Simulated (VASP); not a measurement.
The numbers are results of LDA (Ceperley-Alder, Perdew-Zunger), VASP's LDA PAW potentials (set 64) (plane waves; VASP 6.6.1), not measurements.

A VASP calculation is set up with these files.

KPOINTS:
```
Automatic mesh
0
Gamma
5 5 7
0 0 0
```

INCAR:
```
SYSTEM = SnO2
PREC = Accurate
ENCUT = 620
EDIFF = 1E-6
NELM = 100
ALGO = Normal
LREAL = .FALSE.
LASPH = .TRUE.
ISMEAR = 0
SIGMA = 0.05
LMAXMIX = 4
LWAVE = .FALSE.
LCHARG = .FALSE.
IBRION = 2
ISIF = 3
NSW = 40
EDIFFG = -0.02
PSTRESS = 450
```

POSCAR:
```
SnO2
1
    4.5182438257     0.0000000000     0.0000000000
    0.0000000000     4.5182438257     0.0000000000
    0.0000000000     0.0000000000     3.1279979001
Sn O
2 4
Direct
  0.0000000000   0.0000000000   0.0000000000
  0.5000000000   0.5000000000   0.5000000000
  0.3052054768   0.3052054768   0.0000000000
  0.8052054768   0.1947945232   0.5000000000
  0.1947945232   0.8052054768   0.5000000000
  0.6947945232   0.6947945232   0.0000000000
```

POTCAR, in this order: Sn_d O (LDA.64 set). Program: vasp_std.

Problem. What will the output report for the number of irreducible k-points (NKPTS), largest plane-wave count, number of space-group operations, FFT grid (NGX, NGY, NGZ)?

Solution. 
The number of irreducible k-points (NKPTS) comes out as 24 and the largest plane-wave count comes out as 2265. The number of space-group operations is 16 and the FFT grid (NGX, NGY, NGZ) is 40 × 40 × 28.

The compound is SnO2 in the rutile structure. This run relaxes it under an external pressure of 45 GPa. Symmetry was kept, so distortions that lower it aren't found.
